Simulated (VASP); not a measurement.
```
BaTiO3
1.0
    3.91799     0.00000     0.00000
    0.00000     3.91799     0.00000
    0.00000     0.00000     3.91799
Ba Ti O
1 1 3
Direct
  0.00000   0.00000   0.00000
  0.50000   0.50000   0.50000
  0.50000   0.00000   0.50000
  0.00000   0.50000   0.50000
  0.50000   0.50000   0.00000
```

Computed with LDA (Ceperley-Alder, Perdew-Zunger), VASP's LDA PAW potentials (set 64) (plane waves; VASP 6.6.1). Run with 620 eV cut-off, 6×6×6 Γ-centred mesh, Gaussian smearing of 0.050 eV, potentials Ba_sv Ti_sv O.

Unless said otherwise, spin-orbit coupling is left out, though it shifts the bands of the heavy elements here.

### Question
Predict the energy per atom (σ→0), pressure, band gap (on the k-mesh) with the smallest direct gap where there is one.

### Answer

| Item | Value |
|---|---|
| band gap (on the k-mesh) | 1.77 eV |
| smallest direct gap (on the k-mesh) | 1.85 eV |
| energy per atom (σ→0) | -8.828 eV/atom |
| pressure | 4.91 GPa |

The compound is BaTiO3 in the cubic perovskite structure, the ideal cubic form; the compound distorts at low or room temperature. It was relaxed first under an external pressure of 5 GPa.
